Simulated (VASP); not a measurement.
Energy against volume of Rb (bcc). Method: PBE GGA, VASP's PBE PAW potentials (set 64) (plane waves; VASP). Settings: 520 eV cut-off, 9×9×9 Γ-centred mesh, first-order Methfessel-Paxton smearing of 0.10 eV, potentials Rb_sv.

```json
[
 {"V (Å³/atom)": "85.875", "E (eV/atom)": "-0.93561"},
 {"V (Å³/atom)": "88.616", "E (eV/atom)": "-0.93781"},
 {"V (Å³/atom)": "91.357", "E (eV/atom)": "-0.93837"},
 {"V (Å³/atom)": "94.098", "E (eV/atom)": "-0.93752"}
]
```

**Question.** Fit these four points and predict the energy of the run at 96.838 Å³/atom.

**Answer.** A cubic in V^(−2/3), the third-order Birch-Murnaghan form, passes through the four points with V0 = 91.01 Å³/atom and B0 = 3 GPa, and gives -0.9355 eV/atom there. The run gave -0.9354 eV/atom, +0.0 meV/atom from the fit; all five points give B0 = 3 GPa.

The compound is Rb in the bcc structure. It was relaxed first.
